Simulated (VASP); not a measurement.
Cost and result of VASP (PAW) for the bulk modulus of Mg$_{3}$Sb$_{2}$ (a-la2o3). Static lattice, third-order Birch-Murnaghan fit over five volumes. The cost counts the five points of the equation of state, each on the mesh and cut-off of its row, so the ratios hold those differences too. With PBE it took about 3 core-minutes. Costs are core time on shared hosts, one run each; read them as rough ratios.

```
level   k-mesh  cut-off (eV)  bulk modulus (GPa)         cost over PBE
------  ------  ------------  ------------------  --------------------
LDA      6×6×3           520                48.5  within a factor of 2
PBE      6×6×3           520                42.1             reference
PBEsol   6×6×3           520                45.3  within a factor of 2
r2SCAN   6×6×3           520                46.2         about 7 times
SCAN     6×6×3           520                 ___                   ___
```

Q: Some entries are withheld; supply them.

A: 
- SCAN, bulk modulus (GPa): 45.9
- SCAN, cost over PBE: about 10 times

Left out are levels that failed, ran on another kind of processor or have no fit band path; at most nine are shown.

The compound is Mg3Sb2 in the a-la2o3 structure.
